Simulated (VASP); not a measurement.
```
CELL_PARAMETERS angstrom
      3.15148     0.00000     0.00000
      0.00000     3.15148     0.00000
      0.00000     0.00000     3.15148
ATOMIC_POSITIONS crystal
  Sb 0.00000 0.00000 0.00000
```

These are PBEsol GGA, VASP's PBE PAW potentials (set 64) (plane waves; VASP 6.6.1) values and carry that method's errors. Numerical set-up: 300 eV cut-off, 14×14×14 Γ-centred mesh, Gaussian smearing of 0.27 eV, potentials Sb.

Unless said otherwise, spin-orbit coupling is left out, though it shifts the bands of the heavy elements here.

Predict the energy per atom (σ→0), pressure, band gap (on the k-mesh) with the smallest direct gap where there is one.

The band gap (on the k-mesh) is none (metal, semimetal or under 0.01 eV), the energy per atom (σ→0) is -4.499 eV/atom and the pressure comes out as -4.39 GPa.

Total energies compare only between runs with the same potentials, cut-off and functional.

The structure comes from a computed database's Sb entry (Pm-3m); how it stands against other phases isn't given here. The cell was not relaxed at this level.
